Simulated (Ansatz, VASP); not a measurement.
Two plane-wave programs on Al3Cl

```
CELL_PARAMETERS angstrom
2.85676 0.00000 0.00000
-1.42838 2.47403 0.00000
0.00000 0.00000 20.10138
ATOMIC_POSITIONS crystal
Al 0.66667 0.33333 0.19899
Al 0.33333 0.66667 0.31345
Al 0.00000 0.00000 0.42790
Cl 0.00000 0.00000 0.53563
```

Alike in both runs: functional PBE; k mesh 9 × 9 × 1; occupations gaussian, width 0.1 eV; no spin polarisation.

Ansatz relaxed the structure, and its values are those at the end. VASP's run is a single point on that final structure, the one shown.

|  | VASP | Ansatz |
| --- | --- | --- |
| version | VASP 6.6.1 | Ansatz 0.2.0 |
| potentials or method | VASP PAW PBE potentials, release 64 (Al, Cl) | scalar-relativistic, plane waves, PAW |
| plane-wave cutoff (eV) | 520 | 420 |
| valence electrons in the cell | 16 | 16 |

```tsv
	VASP	Ansatz	Ansatz less VASP
gap on the k mesh at the Fermi level (eV)	none	none	-
rms of the force components (eV/Å)	0.088	0.085	-0.0033
```

A gap of «none» marks a metal or a gap that the smearing closes. Ansatz warned: «vacuum_below_fermi».
